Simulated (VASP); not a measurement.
```
CELL_PARAMETERS angstrom
      5.13660    -1.78509     0.50936
      5.13660     1.78509     0.50936
      4.22474     0.00000     3.47855
ATOMIC_POSITIONS crystal
  As 0.21158 0.21158 0.21158
  As 0.78842 0.78842 0.78842
```

The numbers are results of r2SCAN meta-GGA, VASP's PBE PAW potentials (set 64) (plane waves; VASP), not measurements. Settings: 480 eV cut-off, 8×8×8 Γ-centred mesh, Gaussian smearing of 0.050 eV, potentials As.

Q: Which forces act on the atoms, in eV/Å?

A: 
```
atom      Fx     Fy      Fz
----  ------  -----  ------
As1    0.114  0.000   0.017
As2   -0.114  0.000  -0.017
```

Q: Give the stress tensor in GPa (positive for a compressed cell).

A: 
```
 0.51   0.00  -0.04
 0.00   0.81   0.00
-0.04   0.00   0.39
```
The pressure is its mean diagonal, 0.57 GPa.

The compound is As in the a7 structure. This cell was strained or had an atom moved on purpose.
